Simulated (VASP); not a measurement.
Method: PBEsol GGA, VASP's PBE PAW potentials (set 64) (plane waves; VASP).

A VASP calculation is set up with these files.

INCAR:
```
! general
SYSTEM   =  Ru
PREC     =  Accurate
ENCUT    =  300
LREAL    =  .FALSE.   ! projection in real space or not
LASPH    =  .TRUE.   ! aspherical one-centre terms

! electronic loop
EDIFF    =  1E-6   ! SCF stop (eV)
NELM     =  100
ALGO     =  Normal   ! blocked Davidson
LMAXMIX  =  4

! smearing
ISMEAR   =  -1
SIGMA    =  0.1   ! width (eV)

! functional
GGA      =  PS   ! PBEsol

! ions
ISIF     =  2

! output
LWAVE    =  .FALSE.
LCHARG   =  .FALSE.
```

File KPOINTS:
```
Automatic mesh
0
Gamma
10 10 6
0 0 0
```

POSCAR:
```
Ru
1
    2.7078300000     0.0000000000     0.0000000000
   -1.3539150000     2.3450500000     0.0000000000
    0.0000000000     0.0000000000     4.2681000000
Ru
2
Direct
  0.3269710000   0.6590860000   0.2547690000
  0.6730290000   0.3409140000   0.7452310000
```

POTCAR, in this order: Ru_pv (PBE.64 set). Program: vasp_std.

What VASP printed:

**OUTCAR**
```
 ion  position               nearest neighbor table
   1  0.327  0.659  0.255-   2 2.60   2 2.61   2 2.63   2 2.66   2 2.68   2 2.70
   2  0.673  0.341  0.745-   1 2.60   1 2.61   1 2.63   1 2.66   1 2.68   1 2.70
  LATTYP: Found a hexagonal cell.
 ALAT       =     2.7078300000
 C/A-ratio  =     1.5762067781
 Subroutine PRICEL returns:
 Original cell was already a primitive cell.
 Subroutine GETGRP returns: Found  2 space group operations
The static configuration has the point symmetry S_2 .
The dynamic configuration has the point symmetry S_2 .
 Subroutine INISYM returns: Found  2 space group operations
 Subroutine IBZKPT returns following result:
 Found    304 irreducible k-points:

 Following reciprocal coordinates:
            Coordinates               Weight
  0.000000  0.000000  0.000000      1.000000
  0.100000 -0.000000  0.000000      2.000000
  0.000000  0.100000  0.000000      2.000000
 -0.100000  0.100000  0.000000      2.000000
  0.200000 -0.000000  0.000000      2.000000
  0.000000  0.200000  0.000000      2.000000
 -0.200000  0.200000  0.000000      2.000000
  0.300000  0.000000  0.000000      2.000000
...
```

File OSZICAR:
```
       N       E                     dE             d eps       ncg     rms          rms(c)
DAV:   1     0.193265054802E+03    0.19327E+03   -0.13711E+04 11536   0.117E+03
DAV:   2    -0.176689077950E+02   -0.21093E+03   -0.20629E+03 11746   0.389E+02
DAV:   3    -0.219029705872E+02   -0.42341E+01   -0.41610E+01 11464   0.596E+01
DAV:   4    -0.219419567950E+02   -0.38986E-01   -0.38967E-01 13944   0.517E+00
DAV:   5    -0.219426998640E+02   -0.74307E-03   -0.74304E-03 12114   0.532E-01    0.193E+01
DAV:   6    -0.204704272783E+02    0.14723E+01   -0.40297E+00 11048   0.206E+01    0.478E+00
DAV:   7    -0.203682289585E+02    0.10220E+00   -0.29149E-01 11236   0.495E+00    0.109E+00
DAV:   8    -0.203570414210E+02    0.11188E-01   -0.65327E-03 11178   0.960E-01    0.226E-01
DAV:   9    -0.203566814520E+02    0.35997E-03   -0.73936E-04 13876   0.310E-01    0.384E-02
DAV:  10    -0.203566980110E+02   -0.16559E-04   -0.14263E-05 11908   0.340E-02    0.849E-03
DAV:  11    -0.203566974386E+02    0.57239E-06   -0.79692E-07  6740   0.809E-03
   1 F= -.20356697E+02 E0= -.20325849E+02  d E =-.616965E-01
```

**OUTCAR**
```
------------------------ aborting loop because EDIFF is reached ----------------------------------------
  FORCE on cell =-STRESS in cart. coord.  units (eV):
  Direction    XX          YY          ZZ          XY          YZ          ZX
  --------------------------------------------------------------------------------------
  Total       -0.8312411     -1.0028797     -1.1098769      0.0306641     -0.0439057     -0.0181535
  in kB      -49.1393609    -59.2858880    -65.6110969      1.8127299     -2.5955151     -1.0731564
  external PRESSURE =     -58.0121153 kB  Pullay stress =       0.0000000 kB
  volume of cell :       27.10
      direct lattice vectors                 reciprocal lattice vectors
     2.707830000  0.000000000  0.000000000     0.369299402  0.213215070  0.000000000
    -1.353915000  2.345050000  0.000000000     0.000000000  0.426430140  0.000000000
     0.000000000  0.000000000  4.268100000     0.000000000  0.000000000  0.234296291
 POSITION                                       TOTAL-FORCE (eV/Angst)
 -----------------------------------------------------------------------------------
     -0.00696      1.54559      1.08738         0.098975      0.255648     -0.453583
      1.36088      0.79946      3.18072        -0.098975     -0.255648      0.453583
 -----------------------------------------------------------------------------------
    total drift:                               -0.000000      0.000000     -0.000000
  FREE ENERGIE OF THE ION-ELECTRON SYSTEM (eV)
  ---------------------------------------------------
  free  energy   TOTEN  =       -20.3566974386 eV

  energy  without entropy=      -20.2950009732  energy(sigma->0) =      -20.32584921
```
(Selected blocks of OUTCAR.)

### OUTCAR
```
 val. band max:       12.7476114836   @ k =   0.1000   0.3000  -0.1667

 cond. band min:      12.7559779566   @ k =   0.0000   0.3000   0.1667


 Fermi energy:        12.7559702385

 k-point     1 :       0.0000    0.0000    0.0000
  band No.  band energies     occupation
      1     -30.8743      2.00000
      2     -29.9343      2.00000
      3     -29.9038      2.00000
      4     -29.7435      2.00000
      5     -29.7389      2.00000
      6     -29.6973      2.00000
      7       4.6451      2.00000
      8       6.4717      2.00000
      9      10.0961      2.00000
     10      10.1496      2.00000
     11      10.3200      2.00000
     12      10.7730      2.00000
     13      10.8280      2.00000
     14      11.2430      2.00000
     15      11.4661      1.99999
     16      13.8181      0.00005
     17      14.0347      0.00001
     18      14.0824      0.00000

 k-point     2 :       0.1000   -0.0000    0.0000
  band No.  band energies     occupation
      1     -30.8392      2.00000
      2     -30.0039      2.00000
      3     -29.9312      2.00000
      4     -29.8150      2.00000
      5     -29.7517      2.00000
      6     -29.7141      2.00000
      7       5.0122      2.00000
      8       6.7508      2.00000
      9       9.5792      2.00000
     10      10.4399      2.00000
     11      10.5706      2.00000
     12      10.8089      2.00000
     13      10.9355      2.00000
     14      11.0093      2.00000
     15      11.2713      2.00000
     16      12.2092      1.99159
     17      14.0017      0.00001
     18      16.3918      0.00000

 k-point     3 :       0.0000    0.1000    0.0000
  band No.  band energies     occupation
      1     -30.8412      2.00000
      2     -29.9795      2.00000
      3     -29.9555      2.00000
      4     -29.8170      2.00000
      5     -29.7495      2.00000
      6     -29.7120      2.00000
      7       5.0109      2.00000
      8       6.7378      2.00000
      9       9.6276      2.00000
...
```

At this cut-off the stress carries a Pulay error, which pulls relaxed volumes low.

The structure comes from a computed database's Ru entry; how it stands against other phases isn't given here. The cell was not relaxed at this level, atoms are displaced from their ideal sites. The run is one of a series of settings (GGA = PS against the base run), some of them coarse on purpose.
